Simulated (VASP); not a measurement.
These are r2SCAN meta-GGA, VASP's PBE PAW potentials (set 64) (plane waves; VASP) values and carry that method's errors.

VASP ran on this input.

File KPOINTS:
```
Automatic
0
G
 14 14 8
```

INCAR:
```
LCHARG = .FALSE.
LWAVE = .FALSE.
SYSTEM = Zn
PREC = Accurate
SIGMA = 0.1   # width (eV)
ISMEAR = 1
ENCUT = 480   # plane-wave cut-off (eV)
ALGO = Normal   # blocked Davidson
EDIFF = 1E-7   # SCF stop (eV)
NELM = 100   # most electronic steps
METAGGA = R2SCAN
LASPH = .TRUE.   # aspherical one-centre terms
LMIXTAU = .TRUE.
LREAL = .FALSE.   # projection in real space or not
ISIF = 2   # forces and stress, cell fixed
LMAXMIX = 4   # l cut-off of mixed one-centre charges
```

**POSCAR**
```
Zn
1
    1.2709866628    -2.2014138784     0.0000000000
    1.2709866628     2.2014138784     0.0000000000
    0.0000000000     0.0000000000     4.4718230368
Zn
2
Direct
  0.3333330000   0.6666670000   0.2500000000
  0.6666670000   0.3333330000   0.7500000000
```

POTCAR, in this order: Zn (PBE.64 set). Program: vasp_std.

What VASP printed:

OSZICAR:
```
       N       E                     dE             d eps       ncg     rms          rms(c)
DAV:   1     0.735786447170E+02    0.73579E+02   -0.12740E+04  3968   0.247E+03
DAV:   2    -0.180334078674E+02   -0.91612E+02   -0.90398E+02  3888   0.302E+02
DAV:   3    -0.205673425139E+02   -0.25339E+01   -0.25308E+01  4784   0.630E+01
DAV:   4    -0.205739064566E+02   -0.65639E-02   -0.65637E-02  4560   0.317E+00
DAV:   5    -0.205739160870E+02   -0.96304E-05   -0.96310E-05  4744   0.100E-01    0.644E+00
DAV:   6    -0.179021709877E+02    0.26717E+01   -0.28775E+00  3904   0.392E+01    0.542E+00
DAV:   7    -0.174872606829E+02    0.41491E+00   -0.35469E-01  4728   0.113E+01    0.258E+00
DAV:   8    -0.176242674516E+02   -0.13701E+00   -0.12944E-01  4256   0.391E+00    0.484E-01
DAV:   9    -0.176405830754E+02   -0.16316E-01   -0.16421E-02  4232   0.164E+00    0.177E-01
DAV:  10    -0.176376889616E+02    0.28941E-02   -0.96661E-03  4600   0.181E+00    0.824E-02
DAV:  11    -0.176390075149E+02   -0.13186E-02   -0.27950E-03  4312   0.461E-01    0.624E-02
DAV:  12    -0.176396174141E+02   -0.60990E-03   -0.13616E-04  4200   0.103E-01    0.507E-02
DAV:  13    -0.176409338535E+02   -0.13164E-02   -0.43223E-04  4048   0.210E-01    0.205E-02
DAV:  14    -0.176410112449E+02   -0.77391E-04   -0.65134E-05  4560   0.996E-02    0.134E-02
DAV:  15    -0.176410055722E+02    0.56727E-05   -0.60910E-06  4488   0.375E-02    0.433E-03
DAV:  16    -0.176410066499E+02   -0.10777E-05   -0.40460E-06  4832   0.393E-02    0.928E-04
DAV:  17    -0.176410063190E+02    0.33096E-06   -0.14228E-07  3288   0.462E-03    0.106E-03
DAV:  18    -0.176410054550E+02    0.86390E-06   -0.24774E-08  2256   0.167E-03    0.779E-04
DAV:  19    -0.176410053396E+02    0.11542E-06   -0.10271E-07  3000   0.421E-03    0.190E-04
DAV:  20    -0.176410051825E+02    0.15717E-06   -0.65449E-09  2152   0.125E-03    0.904E-05
DAV:  21    -0.176410052266E+02   -0.44131E-07   -0.44663E-10  2136   0.372E-04
   1 F= -.17641005E+02 E0= -.17640966E+02  d E =-.116268E-03
```

OUTCAR:
```
------------------------ aborting loop because EDIFF is reached ----------------------------------------
  FORCE on cell =-STRESS in cart. coord.  units (eV):
  Direction    XX          YY          ZZ          XY          YZ          ZX
  --------------------------------------------------------------------------------------
  Total        2.9351314      2.9351325      2.0345552      0.0000000      0.0000000      0.0000000
  in kB      187.9233904    187.9234592    130.2635026      0.0000000      0.0000000      0.0000000
  external PRESSURE =     168.7034507 kB  Pullay stress =       0.0000000 kB
  volume of cell :       25.02
      direct lattice vectors                 reciprocal lattice vectors
     1.270986663 -2.201413878  0.000000000     0.393395159 -0.227126759  0.000000000
     1.270986663  2.201413878  0.000000000     0.393395159  0.227126759  0.000000000
     0.000000000  0.000000000  4.471823037     0.000000000  0.000000000  0.223622445
 POSITION                                       TOTAL-FORCE (eV/Angst)
 -----------------------------------------------------------------------------------
      1.27099      0.73381      1.11796        -0.000000     -0.000000      0.000000
      1.27099     -0.73381      3.35387         0.000000      0.000000      0.000000
 -----------------------------------------------------------------------------------
    total drift:                               -0.000000      0.000048      0.000004
  FREE ENERGIE OF THE ION-ELECTRON SYSTEM (eV)
  ---------------------------------------------------
  free  energy   TOTEN  =       -17.6410052266 eV

  energy  without entropy=      -17.6408889590  energy(sigma->0) =      -17.64096647
```
(Selected blocks of OUTCAR.)

The compound is Zn in the hcp structure. This cell was strained or had an atom moved on purpose.
